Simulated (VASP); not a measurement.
# Ta2SiN2 (P1) in VASP: relaxation of cell and atoms with PBE

Aim: the relaxation of cell and atoms of Ta2SiN2 with PBE.

All numbers are computed with VASP 6.6.1; they aren't measurements. Logs are shortened: lines on timing, memory, paths and dates and some standing lists are left out, and cuts for length are marked.

**1. The structure**

The typed cell holds 10 atoms: a = 6.939 Å, b = 3.467 Å, c = 6.542 Å, α = 89.09°, β = 90.80°, γ = 120.08°.

The cell was built by a generator and needn't be a form met in nature.

**2. Relaxation of cell and atoms, PBE**

File INCAR:

```
SYSTEM = Ta2SiN2
  PREC = Normal
  ENCUT = 520
  EDIFF = 1E-5
  ISMEAR = 0
  SIGMA = 0.15
  LREAL = Auto
  LASPH = .TRUE.
  NELM = 80
  ALGO = Fast
  ISIF = 3
  LWAVE = .FALSE.
  LCHARG = .FALSE.
  GGA = PE
  IBRION = 2
  NSW = 110
  EDIFFG = -0.03
  ISYM = 0
  KPAR = 8
```

File KPOINTS:

```
Automatic mesh
0
G
  7 7 4
  0 0 0
```

File POSCAR:

```
Ta2SiN2
1.0
    6.9387443100     -0.0034258200     -0.0485978200
   -1.7361700000      3.0007623500      0.0275808200
   -0.0456499500      0.0334755000      6.5421662800
Ta Si N
4 2 4
Direct
    0.1727683200      0.6621693400      0.2985140300
    0.6782491600      0.7058945500      0.2706391700
    0.3303016100      0.3623409100      0.6999307300
    0.8328770200      0.3350488100      0.7132222100
    0.0145990000      0.0310797200      0.0141362900
    0.5154778900      0.0321409800      0.9858129600
    0.1271248300      0.6405591100      0.6307249500
    0.6568316700      0.6703850800      0.6126177800
    0.3167170400      0.3127486000      0.3402995600
    0.8505026900      0.3258820000      0.3823848700
```

Potentials or basis: VASP PAW PBE potentials, release 64 (Ta_pv, Si, N).

On the command line:

```console
$ cat potpaw_PBE.64/Ta_pv/POTCAR potpaw_PBE.64/Si/POTCAR potpaw_PBE.64/N/POTCAR > POTCAR
$ mpirun -np 8 vasp_std > vasp.out
```

OUTCAR:

```text
SYSTEM = Ta2SiN2
   PREC = Normal
   ENCUT = 520
   EDIFF = 1E-5
   ISMEAR = 0
   LREAL = Auto
   LASPH = .TRUE.
   NELM = 80
   ISIF = 3
   GGA = PE
   IBRION = 2
   NSW = 110
   EDIFFG = -0.03
   ISYM = 0

 ion  position               nearest neighbor table
   1  0.173  0.662  0.299-   9 1.93   9 1.98  10 2.02   7 2.20   5 2.67   5 2.75   6 2.91   3 3.19
                             2 3.38   3 3.38   4 3.41   2 3.44   2 3.51   2 3.56
   2  0.678  0.706  0.271-  10 2.01   9 2.22   8 2.24  10 2.29   5 2.64   6 2.68   6 2.76   1 3.38
                             1 3.44   4 3.47   1 3.51   3 3.51   4 3.52   1 3.56
   3  0.330  0.362  0.700-   8 2.05   7 2.11   7 2.22   9 2.36   6 2.76   6 2.79   5 2.81   1 3.19
                             1 3.38   4 3.41   4 3.43   4 3.50   2 3.51   4 3.54
   4  0.833  0.335  0.713-   7 1.85   8 2.11   8 2.16  10 2.17   6 2.62   5 2.79   5 2.88   1 3.41
                             3 3.41   3 3.43   2 3.47   3 3.50   2 3.52   3 3.54
   5  0.015  0.031  0.014-   2 2.64   1 2.67   1 2.75   4 2.79   3 2.81   4 2.88
   6  0.515  0.032  0.986-   4 2.62   2 2.68   3 2.76   2 2.76   3 2.79   1 2.91
   7  0.127  0.641  0.631-   4 1.85   3 2.11   1 2.20   3 2.22
   8  0.657  0.670  0.613-   3 2.05   4 2.11   4 2.16   2 2.24
   9  0.317  0.313  0.340-   1 1.93   1 1.98   2 2.22   3 2.36
  10  0.851  0.326  0.382-   2 2.01   1 2.02   4 2.17   2 2.29

IMPORTANT INFORMATION: All symmetrisations will be switched off!
NOSYMM: (Re-)initialisation of all symmetry stuff for point group C_1.

----------------------------------------------------------------------------------------

                                     Primitive cell

  volume of cell :     136.1687

  direct lattice vectors                    reciprocal lattice vectors
     6.938744310 -0.003425820 -0.048597820     0.144163530  0.083404280  0.000579175
    -1.736170000  3.000762350  0.027580820     0.000152645  0.333352634 -0.001704661
    -0.045649950  0.033475500  6.542166280     0.001070261 -0.000785806  0.152866057

  length of vectors
     6.938915339  3.466932600  6.542411189     0.166552492  0.333357027  0.152871823

  position of ions in fractional coordinates (direct lattice)
     0.172768320  0.662169340  0.298514030
     0.678249160  0.705894550  0.270639170
     0.330301610  0.362340910  0.699930730
     0.832877020  0.335048810  0.713222210
     0.014599000  0.031079720  0.014136290
     0.515477890  0.032140980  0.985812960
     0.127124830  0.640559110  0.630724950
     0.656831670  0.670385080  0.612617780
     0.316717040  0.312748600  0.340299560
     0.850502690  0.325882000  0.382384870

  ion indices of the primitive-cell ions
   primitive index   ion index
                 1           1
                 2           2
                 3           3
                 4           4
                 5           5
                 6           6
                 7           7
                 8           8
                 9           9
                10          10

----------------------------------------------------------------------------------------

 KPOINTS: Automatic mesh

Automatic generation of k-mesh.
 Grid dimensions read from file:
 generate k-points for:    7    7    4

 Generating k-lattice:

  Cartesian coordinates                     Fractional coordinates (reciprocal lattice)
     0.020594790  0.011914897  0.000082739     0.142857143  0.000000000  0.000000000
     0.000021806  0.047621805 -0.000243523     0.000000000  0.142857143 -0.000000000
     0.000267565 -0.000196451  0.038216514     0.000000000  0.000000000  0.250000000

  Length of vectors
     0.023793213  0.047622432  0.038217956

  Shift w.r.t. Gamma in fractional coordinates (k-lattice)
     0.000000000  0.000000000  0.000000000

 Subroutine IBZKPT returns following result:
 ===========================================

 Found     99 irreducible k-points:

 Following reciprocal coordinates:
            Coordinates               Weight
  0.000000  0.000000  0.000000      1.000000
  0.142857 -0.000000 -0.000000      2.000000
  0.285714 -0.000000  0.000000      2.000000
  0.428571  0.000000  0.000000      2.000000
 -0.000000  0.142857 -0.000000      2.000000
  0.142857  0.142857 -0.000000      2.000000
[... 16 lines left out ...]
 -0.428571  0.428571 -0.000000      2.000000
 -0.285714  0.428571  0.000000      2.000000
 [... further k-points ...]
   k-points           NKPTS =     99   k-points in BZ     NKDIM =     99   number of bands    NBANDS=     43
   number of dos      NEDOS =    301   number of ions     NIONS =     10
   total plane-waves  NPLWV =  28800
   dimension x,y,z NGX =    40 NGY =   20 NGZ =   36
   dimension x,y,z NGXF=    80 NGYF=   40 NGZF=   72
   ions per type =               4   2   4
   NGX,Y,Z   is equivalent  to a cutoff of   9.58,  9.59,  9.15 a.u.
   NGXF,Y,Z  is equivalent  to a cutoff of  19.17, 19.18, 18.30 a.u.
 SYSTEM =  Ta2SiN2
   PREC   = normal    normal or accurate (medium, high low for compatibility)
   ISTART =      0    job   : 0-new  1-cont  2-samecut
   ICHARG =      2    charge: 1-file 2-atom 10-const
   ISPIN  =      1    spin polarized calculation?
   LNONCOLLINEAR =      F non collinear calculations
   LSORBIT =      F    spin-orbit coupling
   LASPH  =      T    aspherical Exc in radial PAW
   ENCUT  =  520.0 eV  38.22 Ry    6.18 a.u.  12.90  6.45 12.16*2*pi/ulx,y,z
   NELM   =     80;   NELMIN=  2; NELMDL= -5     # of ELM steps
   EDIFF  = 0.1E-04   stopping-criterion for ELM
   LREAL  =      T    real-space projection
   EDIFFG = -.3E-01   stopping-criterion for IOM
   NSW    =    110    number of steps for IOM
   IBRION =      2    ionic relax: 0-MD 1-quasi-New 2-CG
   NFREE  =      1    steps in history (QN), initial steepest desc. (CG)
   ISIF   =      3    stress and relaxation
   ISYM   =      0    0-nonsym 1-usesym 2-fastsym
   POTIM  = 0.5000    time-step for ionic-motion
   TEBEG  =    0.0;   TEEND  =   0.0 temperature during run
   PSTRESS=    0.0 pullay stress
   NELECT =      72.0000    total number of electrons
   NUPDOWN=      -1.0000    fix difference up-down
   EMIN   =  10.00;   EMAX   =-10.00  energy-range for DOS
   EFERMI =   0.00;   METHOD = LEGACY
   ISMEAR =     0;   SIGMA  =   0.15  broadening in eV -4-tet -1-fermi 0-gaus
   EFERMI_NEDOS =   21; number of points for ismear=-14 and -15
   IALGO  =     68    algorithm
   IMIX   =      4    mixing-type and parameters
     AMIX     =   0.40;   BMIX     =  1.00
     AMIX_MAG =   1.60;   BMIX_MAG =  1.00
  volume/ion in A,a.u.               =      13.62        91.89
  Fermi-wavevector in a.u.,A,eV,Ry     =   1.323813  2.501643 23.843939  1.752480
  Thomas-Fermi vector in A             =   2.453393
   LORBIT       =      0    0 simple, 1 ext, 2 COOP (PROOUT), +10 PAW based schemes
   GGA     = PE    functional components
   LHFCALC =     F    Hartree Fock is set to
   AEXX    =    0.0000 exact exchange contribution
   IVDW    =     0    specifies the selected vdW correction
   LEPSILON=     F    determine dielectric tensor
   LRPA    =     F    only Hartree local field effects (RPA)
 conjugate gradient relaxation of ions
 non-spin polarized calculation
 RMM-DIIS sequential band-by-band and
 Gauss-broadening in eV      SIGMA  =   0.15
  energy-cutoff  :      520.00
  volume of cell :      136.17
 maximum number of plane-waves:      3692
   NGX = 25   NGY = 13   NGZ = 25

--------------------------------------- Ionic step        1  -------------------------------------------

 number of electron      72.0000027 magnetization

 Free energy of the ion-electron system (eV)
  ---------------------------------------------------
  ext. energy  EPLUGINS =         0.00000000
  ---------------------------------------------------
  free energy    TOTEN  =       -95.42055222 eV

  energy without entropy =      -95.38239644  energy(sigma->0) =      -95.40147433

------------------------ aborting loop because EDIFF is reached ----------------------------------------

  FORCE on cell =-STRESS in cart. coord.  units (eV):
  Direction    XX          YY          ZZ          XY          YZ          ZX
  --------------------------------------------------------------------------------------
  -------------------------------------------------------------------------------------
  Total        3.9851624      3.4434210      0.0226261      4.0047148     -1.3129363     -0.6693432
  in kB       46.8898946     40.5157017      0.2662217     47.1199507    -15.4481642     -7.8755713
  external PRESSURE =      29.2239393 kB  Pullay stress =       0.0000000 kB
[... 113 lines left out ...]
  FREE ENERGIE OF THE ION-ELECTRON SYSTEM (eV)
  ---------------------------------------------------
  free  energy   TOTEN  =       -96.4286091775 eV

  energy  without entropy=      -96.3955148482  energy(sigma->0) =      -96.41206201

[... ionic steps 4 to 22 ...]

--------------------------------------- Ionic step       23  -------------------------------------------

 number of electron      72.0000008 magnetization

------------------------ aborting loop because EDIFF is reached ----------------------------------------

  FORCE on cell =-STRESS in cart. coord.  units (eV):
  Direction    XX          YY          ZZ          XY          YZ          ZX
  --------------------------------------------------------------------------------------
  -------------------------------------------------------------------------------------
  Total        0.0315063      0.0363322      0.0034295      0.0023091     -0.0110233      0.0030205
  in kB        0.3726797      0.4297650      0.0405662      0.0273134     -0.1303918      0.0357290
  external PRESSURE =       0.2810037 kB  Pullay stress =       0.0000000 kB
[... 73 lines left out ...]
  energy  without entropy=      -96.8796354722  energy(sigma->0) =      -96.89517898

--------------------------------------- Ionic step       25  -------------------------------------------

 number of electron      72.0000008 magnetization

 Free energy of the ion-electron system (eV)
  ---------------------------------------------------
  ext. energy  EPLUGINS =         0.00000000
  ---------------------------------------------------
  free energy    TOTEN  =       -96.91093400 eV

  energy without entropy =      -96.87982901  energy(sigma->0) =      -96.89538151

 E-fermi :   7.0306     XC(G=0): -11.8218

 val. band max:        7.0297369876   @ k =   0.1429   0.1429  -0.0000
 cond. band min:       7.0636240296   @ k =   0.2857   0.0000   0.5000
 fundamental gap:      0.0338870420
 Fermi energy:         7.0306402768

 k-point     1 :       0.0000    0.0000    0.0000
  band No.  band energies     occupation
      1     -28.8853      2.00000
      2     -28.8654      2.00000
      3     -28.7556      2.00000
      4     -28.6900      2.00000
      5     -28.6394      2.00000
      6     -28.6269      2.00000
[... 1093 lines left out ...]
     42       9.0086      0.00000
     43       9.5226      0.00000

 [... further k-points ...]

------------------------ aborting loop because EDIFF is reached ----------------------------------------

  FORCE on cell =-STRESS in cart. coord.  units (eV):
  Direction    XX          YY          ZZ          XY          YZ          ZX
  --------------------------------------------------------------------------------------
  -------------------------------------------------------------------------------------
  Total       -0.0550222     -0.0750927     -0.0393546      0.0651219     -0.0044448     -0.0085928
  in kB       -0.6506194     -0.8879470     -0.4653547      0.7700454     -0.0525577     -0.1016070
  external PRESSURE =      -0.6679737 kB  Pullay stress =       0.0000000 kB
[... 25 lines left out ...]
  FREE ENERGIE OF THE ION-ELECTRON SYSTEM (eV)
  ---------------------------------------------------
  free  energy   TOTEN  =       -96.9109340030 eV

  energy  without entropy=      -96.8798290098  energy(sigma->0) =      -96.89538151

 reached required accuracy - stopping structural energy minimisation
```

Wall time 4.9 min (8 MPI ranks of Intel Xeon 6975P-C (Granite Rapids), shared host); peak memory 0.46 GiB.

Results:

```
Free energy                            : -96.9109 eV
Relaxed volume                         : 13.55 Å³/atom
Relaxed cell                           : a = 6.926 Å, b = 3.471 Å, c = 6.516 Å, α = 90.01°, β = 90.00°, γ = 120.14°
Space group after relaxing (to 0.05 Å) : P-3m1 (No. 164)
Energy gained by relaxing              : 149.0 meV/atom
Ionic steps                            : 25
Pressure after relaxing                : -0.1 GPa
Largest force after relaxing           : 0.015 eV/Å
Band gap on the k mesh                 : none (metal or under the smearing width)
```

Forces in eV/Å, atoms in the order of the input:
```
Ta   0.010  0.006 -0.008
Ta   0.004 -0.004  0.014
Ta  -0.008 -0.007  0.010
Ta  -0.005 -0.007 -0.009
Si  -0.009  0.003  0.008
Si   0.005  0.007 -0.012
N    0.002  0.005 -0.007
N   -0.004  0.000  0.007
N    0.005  0.001  0.005
N    0.001 -0.003 -0.008
```

The path:
```
step  energy change (eV)  largest force (eV/Å)  pressure (GPa)  volume (Å³)
   1              0.0000                5.4461            2.92       136.17
   2             -0.9303                1.7209           -6.96       141.05
   3             -1.0081                1.5079           -5.59       139.59
   4             -1.2301                1.3368            8.20       131.52
   5             -1.2885                1.2090            3.42       133.92
   6             -1.4123                0.8418           -0.62       136.01
   7             -1.4150                0.7130           -0.17       135.74
   8             -1.4616                0.2808           -0.47       135.86
   9             -1.4671                0.2933           -0.57       135.91
  10             -1.4784                0.1508            0.84       135.06
  11             -1.4784                0.1477            0.75       135.10
  12             -1.4819                0.1414           -0.71       135.85
  13             -1.4824                0.1349           -0.34       135.65
  14             -1.4856                0.0766           -0.11       135.47
  15             -1.4861                0.0823            0.04       135.37
  16             -1.4879                0.0650            0.07       135.37
  17             -1.4883                0.0781            0.12       135.36
  18             -1.4884                0.0848            0.12       135.36
  19             -1.4894                0.0474           -0.19       135.58
  20             -1.4894                0.0450           -0.26       135.61
  21             -1.4896                0.0745            0.29       135.30
  22             -1.4898                0.0427            0.10       135.41
  23             -1.4902                0.0317            0.03       135.45
  24             -1.4902                0.0317            0.02       135.45
  25             -1.4904                0.0150           -0.07       135.49
```

Final structure:
```
CELL_PARAMETERS angstrom
6.92614 -0.01232 -0.00009
-1.73766 3.00518 -0.00021
-0.00006 -0.00128 6.51637
ATOMIC_POSITIONS crystal
Ta 0.16567 0.67442 0.28706
Ta 0.66669 0.67558 0.28517
Ta 0.33341 0.34155 0.70263
Ta 0.83246 0.34085 0.70436
Si 0.00149 0.00931 0.99482
Si 0.49765 0.00485 0.99472
N 0.16650 0.67432 0.62239
N 0.66739 0.67543 0.62167
N 0.33248 0.34128 0.36742
N 0.83171 0.34066 0.36805
```

Spin-orbit coupling is left out, which matters for the levels of Ta.
